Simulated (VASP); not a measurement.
Be2Co under changes of volume

One of the cells (9.316 Å³/atom); the others are scaled copies at fixed shape and fractional positions:

```
CELL_PARAMETERS angstrom
0.00000 1.93220 5.36786
1.34736 0.00000 5.36786
1.34736 1.93220 0.00000
ATOMIC_POSITIONS crystal
Co 0.00000 0.00000 0.00000
Be 0.66394 0.66394 0.33606
Be 0.33606 0.33606 0.66394
```

The cell comes from a database or a generator and needn't be the stable form of this composition.

| Item | Value |
| --- | --- |
| Program | VASP 6.6.1 |
| Functional | PBE |
| Potentials or basis | VASP PAW PBE potentials, release 64 (Co, Be) |
| Cutoff | 520 eV |
| k mesh | 12 × 12 × 12 |
| Occupations | fermi-dirac, width 0.05 eV |
| Spin | collinear spin, ferromagnetic start |
| Starting moments | [2.0, 0.0, 0.0] μB |

```tsv
volume (Å³/atom)	energy over the lowest point (meV/atom)	pressure (GPa)	moment (μB per cell)	largest force (eV/Å)
8.586	12.06	9.1	0.61	0.153
8.768	4.04	5.3	0.70	0.103
8.951	0.00	2.5	0.95	0.100
9.316	0.83	-3.4	1.09	0.031
9.499	6.26	-6.1	1.13	0.005
9.682	?	?	?	?
```

Problem. What does the run at 9.682 Å³/atom give?

Solution. Energy over the lowest point 14.58 meV/atom; pressure -8.5 GPa; moment 1.17 μB per cell; largest force 0.039 eV/Å.

Worked out: A Birch-Murnaghan fit of order 3 (a polynomial in V^(-2/3)) to the other rows has its minimum at 9.10 Å³/atom with B0 = V·E''(V) = 142 GPa (rough, since the energies scatter) at fixed shape and positions, which overstates the stiffness. It gives 14.50 meV/atom at 9.682 Å³/atom, against the run's 14.58, and -dE/dV = -8.5 GPa, against -8.5. A parabola through the other rows of the moment, of slope -0.0566 μB per Å³/atom there, extrapolates to 1.14 μB, against the run's 1.17.

Energies are extrapolated to zero smearing.
